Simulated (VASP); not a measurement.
InGaO:

```xyz
6
Lattice="3.9000 0.0000 0.0000 0.0000 3.9000 0.0000 0.0000 0.0000 6.6700" Properties=species:S:1:pos:R:3 pbc="T T T"
In    0.0000    1.9500    2.3345
In    1.9500    0.0000    4.3355
Ga    0.0000    1.9500    5.7362
Ga    1.9500    0.0000    0.9338
O     1.9500    1.9500    0.0000
O     0.0000    0.0000    0.0000
```

The cell was built by a generator and needn't be a form met in nature.

```yaml
Program: VASP 6.6.1
Task: relaxation of cell and atoms
Functional: PBE
Potentials_or_basis: VASP PAW PBE potentials, release 64 (In_d, Ga_d, O)
Cutoff: 520 eV
k_mesh: 4 × 4 × 2
Occupations: gaussian, width 0.15 eV
Spin: no spin polarisation
```

At the start: pressure 0.7 GPa; volume 16.91 Å³/atom.

Problem. Where does the relaxation end?

Solution. Over 14 steps the energy falls by 151.6 meV/atom and the volume is 17.47 Å³/atom (+3.3 %); space group P4/nmm (No. 129, to 0.05 Å).

Step by step:
| step | energy change (eV) | largest force (eV/Å) | pressure (GPa) | volume (Å³) |
| --- | --- | --- | --- | --- |
| 1 | 0.0000 | 0.7904 | 0.73 | 101.45 |
| 2 | -0.3036 | 0.8305 | -0.14 | 102.49 |
| 3 | -0.7705 | 0.9586 | -1.52 | 104.51 |
| 4 | -0.8273 | 0.5229 | 10.50 | 101.48 |
| 5 | -0.8530 | 0.3796 | 2.26 | 102.51 |
| 6 | -0.8922 | 0.3407 | -0.06 | 106.51 |
| 7 | -0.8943 | 0.2211 | 1.44 | 105.57 |
| 8 | -0.8933 | 0.3400 | -1.31 | 106.28 |
| 9 | -0.8942 | 0.2597 | 0.08 | 105.92 |
| 10 | -0.8941 | 0.3035 | -0.48 | 105.99 |
| 11 | -0.9071 | 0.1414 | -1.10 | 105.56 |
| 12 | -0.9097 | 0.0542 | -2.86 | 105.13 |
| 13 | -0.9092 | 0.0895 | 0.09 | 104.77 |
| 14 | -0.9093 | 0.0393 | -0.49 | 104.84 |

Final structure:
```
In Ga O
1.0
     3.70596    0.00000    0.00000
     0.00000    3.70596    0.00000
     0.00000    0.00000    7.63334
In Ga O
2 2 2
Direct
  0.00000 0.50000 0.39070
  0.50000 0.00000 0.60930
  0.00000 0.50000 0.87925
  0.50000 0.00000 0.12075
  0.50000 0.50000 0.00000
  0.00000 0.00000 0.00000
```

Caveat: the k mesh is coarse (spacing up to 0.47 Å⁻¹), so the values aren't converged.
